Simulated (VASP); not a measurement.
VASP ran on this input.

File KPOINTS:
```
Automatic mesh
0
Gamma
11 11 11
0 0 0
```

### POSCAR
```
AlPt3
1
    3.8720496580     0.0000000000     0.0000000000
    0.0000000000     3.8720496580     0.0000000000
    0.0000000000     0.0000000000     3.8720496580
Pt Al
3 1
Direct
  0.0000000000   0.0000000000   0.0000000000
  0.5000000000   0.5000000000   0.0000000000
  0.5000000000   0.0000000000   0.5000000000
  0.0000000000   0.5000000000   0.5000000000
```

INCAR:
```
ALGO = Normal
EDIFF = 1E-7
ENCUT = 400
GGA = PS
ISIF = 2
ISMEAR = -5
LASPH = .TRUE.
LCHARG = .TRUE.
LMAXMIX = 6
LORBIT = 11
LREAL = .FALSE.
LWAVE = .FALSE.
NEDOS = 601
NELM = 100
PREC = Accurate
SYSTEM = AlPt3
```

POTCAR, in this order: Pt Al (PBE.64 set). Program: vasp_std.

### Question
Write an equivalent input for Ansatz.

### Answer
One equivalent input (not run):
Ansatz 0.2 input:
```yaml
crystal:
  lattice:
    - [3.8720497, 0.0000000, 0.0000000]
    - [0.0000000, 3.8720497, 0.0000000]
    - [0.0000000, 0.0000000, 3.8720497]
  atoms:
    - { symbol: Pt, position: [0.0000000, 0.0000000, 0.0000000] }
    - { symbol: Pt, position: [0.5000000, 0.5000000, 0.0000000] }
    - { symbol: Pt, position: [0.5000000, 0.0000000, 0.5000000] }
    - { symbol: Al, position: [0.0000000, 0.5000000, 0.5000000] }
kpoints:
  mp_grid: { grid: [11, 11, 11] }
hamiltonian:
  xc: pbesol
  pseudopotentials: { kind: paw }
scf:
  occupations: { method: tetrahedron }
  max_iter: 100
output: { forces: true, stress: true, eigenvalues: true }
```
What does not carry over: each code has its own PAW files, so the cut-off isn't converted (ENCUT is set for VASP's; basis.ecutwfc is left out, and Ansatz then takes the one that its files recommend); Ansatz stops its SCF on the density residual and VASP on the energy change (EDIFF).

The structure was generated: AlPt3 was put into an ordered model structure (Pm-3m), which need not be its known phase. It was relaxed first, which changed the volume by -6 %.
